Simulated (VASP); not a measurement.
Level of theory: PBEsol GGA, VASP's PBE PAW potentials (set 64) (plane waves; VASP 6.6.1).

The input files of a VASP run:

**INCAR**
```
# general
SYSTEM   =  KNa3Br4
PREC     =  Accurate
ENCUT    =  400
LREAL    =  .FALSE.
LASPH    =  .TRUE.
ICHARG   =  11

# electronic loop
EDIFF    =  1E-7
NELM     =  100
ALGO     =  Normal
LMAXMIX  =  4

# smearing
ISMEAR   =  0
SIGMA    =  0.05

# functional
GGA      =  PS

# output
LWAVE    =  .FALSE.
LCHARG   =  .FALSE.
LORBIT   =  11
```

File POSCAR:
```
KNa3Br4
1
    6.1275000000     0.0000000000     0.0000000000
    0.0000000000     6.1275000000     0.0000000000
    0.0000000000     0.0000000000     6.1275000000
Na Br K
3 4 1
Direct
  0.0000000000   0.0000000000   0.0000000000
  0.5000000000   0.5000000000   0.0000000000
  0.5000000000   0.0000000000   0.5000000000
  0.5000000000   0.5000000000   0.5000000000
  0.0000000000   0.0000000000   0.5000000000
  0.0000000000   0.5000000000   0.0000000000
  0.5000000000   0.0000000000   0.0000000000
  0.0000000000   0.5000000000   0.5000000000
```

### KPOINTS
```
k-points along high-symmetry lines
15
Line-mode
Reciprocal
  0.000000   0.000000   0.000000 ! GAMMA
  0.000000   0.500000   0.000000 ! X

  0.000000   0.500000   0.000000 ! X
  0.500000   0.500000   0.000000 ! M

  0.500000   0.500000   0.000000 ! M
  0.000000   0.000000   0.000000 ! GAMMA

  0.000000   0.000000   0.000000 ! GAMMA
  0.500000   0.500000   0.500000 ! R

  0.500000   0.500000   0.500000 ! R
  0.000000   0.500000   0.000000 ! X

  0.500000   0.500000   0.500000 ! R
  0.500000   0.500000   0.000000 ! M
```

POTCAR, in this order: Na_pv Br K_sv (PBE.64 set). Program: vasp_std. Read from the step before: CHGCAR.

Output

### OSZICAR
```
       N       E                     dE             d eps       ncg     rms          rms(c)
DAV:   1     0.500437299662E+03    0.50044E+03   -0.24033E+04  6664   0.135E+03
DAV:   2     0.267213135887E+02   -0.47372E+03   -0.46449E+03  7430   0.368E+02
DAV:   3    -0.233644746511E+02   -0.50086E+02   -0.49929E+02  8326   0.130E+02
DAV:   4    -0.250270361937E+02   -0.16626E+01   -0.16606E+01  7908   0.249E+01
DAV:   5    -0.250989966995E+02   -0.71961E-01   -0.71944E-01 10944   0.346E+00
DAV:   6    -0.250998389648E+02   -0.84227E-03   -0.84223E-03  8282   0.339E-01
DAV:   7    -0.250998735638E+02   -0.34599E-04   -0.34599E-04  9154   0.521E-02
DAV:   8    -0.250998756860E+02   -0.21222E-05   -0.21222E-05  9426   0.102E-02
DAV:   9    -0.250998758274E+02   -0.14146E-06   -0.14150E-06  7220   0.230E-03
DAV:  10    -0.250998758389E+02   -0.11466E-07   -0.11465E-07  5560   0.742E-04
   1 F= -.25099876E+02 E0= -.25099876E+02  d E =-.249266E-19
```

OUTCAR:
```
 val. band max:       -1.0919223985   @ k =   0.0000   0.0000   0.0000

 cond. band min:       2.8120668879   @ k =   0.0000   0.0000   0.0000



 k-point     1 :       0.0000    0.0000    0.0000
  band No.  band energies     occupation
      1     -28.1733      2.00000
      2     -22.6806      2.00000
      3     -22.6806      2.00000
      4     -22.6806      2.00000
      5     -22.6772      2.00000
      6     -22.6772      2.00000
      7     -22.6772      2.00000
      8     -22.6751      2.00000
      9     -22.6751      2.00000
     10     -22.6751      2.00000
     11     -13.7803      2.00000
     12     -13.5422      2.00000
     13     -13.5249      2.00000
     14     -13.5249      2.00000
     15     -11.8594      2.00000
     16     -11.8594      2.00000
     17     -11.8594      2.00000
     18      -2.6315      2.00000
     19      -2.6315      2.00000
     20      -2.6315      2.00000
     21      -1.7441      2.00000
     22      -1.7441      2.00000
     23      -1.7441      2.00000
     24      -1.5588      2.00000
     25      -1.5588      2.00000
     26      -1.5588      2.00000
     27      -1.0919      2.00000
     28      -1.0919      2.00000
     29      -1.0919      2.00000
     30       2.8121      0.00000
     31       4.7299      0.00000
     32       4.7299      0.00000
     33       5.2674      0.00000
     34       5.2674      0.00000

 k-point     2 :       0.0000    0.0357    0.0000
  band No.  band energies     occupation
      1     -28.1733      2.00000
      2     -22.6806      2.00000
      3     -22.6806      2.00000
      4     -22.6806      2.00000
      5     -22.6772      2.00000
      6     -22.6772      2.00000
      7     -22.6772      2.00000
      8     -22.6752      2.00000
      9     -22.6751      2.00000
     10     -22.6751      2.00000
     11     -13.7799      2.00000
     12     -13.5427      2.00000
     13     -13.5268      2.00000
     14     -13.5248      2.00000
     15     -11.8594      2.00000
...
```

The density is held fixed in this step, so its total energy and stress have no physical meaning.

The structure was generated: KNa3Br4 was put into an ordered model structure (Pm-3m), which need not be its known phase. The cell was not relaxed at this level.
